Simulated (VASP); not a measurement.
VASP runs on NiTe (space group Pm-3m) share one base input (PBE GGA, plane waves, VASP's PBE PAW potentials (set 64)) and change the settings named in each case.

### KPOINTS
```
kpoints
0
Gamma
 7 7 7
0 0 0
```

POSCAR:
```
NiTe
1
    3.3231050000     0.0000000000     0.0000000000
    0.0000000000     3.3231050000     0.0000000000
    0.0000000000     0.0000000000     3.3231050000
Ni Te
1 1
Direct
  0.0000000000   0.0000000000   0.0000000000
  0.5000000000   0.5000000000   0.5000000000
```

### INCAR
```
# general
SYSTEM   =  NiTe
PREC     =  Accurate
ENCUT    =  300   # plane-wave cut-off (eV)
LREAL    =  F   # projection in real space or not
LASPH    =  T   # aspherical one-centre terms

# electronic loop
EDIFF    =  1E-6
NELM     =  100
ALGO     =  Normal   # blocked Davidson
LMAXMIX  =  4   # l cut-off of mixed one-centre charges

# smearing
ISMEAR   =  -1   # Fermi-Dirac
SIGMA    =  0.1   # width (eV)

# functional
GGA      =  PE   # PBE

# spin
ISPIN    =  2
MAGMOM   =  2.0 0.0

# ions
ISIF     =  2

# output
LWAVE    =  F
LCHARG   =  F
LORBIT   =  11   # lm-projected
```

POTCAR, in this order: Ni Te (PBE.64 set). Program: vasp_std.

```csv
change,E(σ→0) (eV/atom),pressure (GPa),−TS (eV)
base run,-4.0401,-1.20,-0.0425
GGA = PS,-4.5759,-6.13,-0.0424
"GGA_COMPAT = .FALSE., ISPIN removed, LNONCOLLINEAR = .TRUE., LSORBIT = .TRUE., MAGMOM = 0.0 0.0 2.0 0.0 0.0 0.0, program vasp_ncl",-4.0943,-1.02,-0.0429
KPOINTS 2×2×2 Γ-centred mesh,-3.6155,-3.48,-0.0790
```
 Energies of different potentials or functionals have different zeros.  Unless said otherwise, spin-orbit coupling is left out, though it shifts the bands of the heavy elements here. At 300 eV the pressure can carry a Pulay error.

Left out are runs that ran out of time, are held back, or changed the cell or the kind of run, fixed moments of cells without a moment, rows past the twelfth, gaps on odd meshes, pressures of charged cells and columns that move by less than the noise.

The structure was generated: NiTe was put into an ordered model structure, which need not be its known phase. The cell was not relaxed at this level, its lattice was scaled by up to 2.5 %.
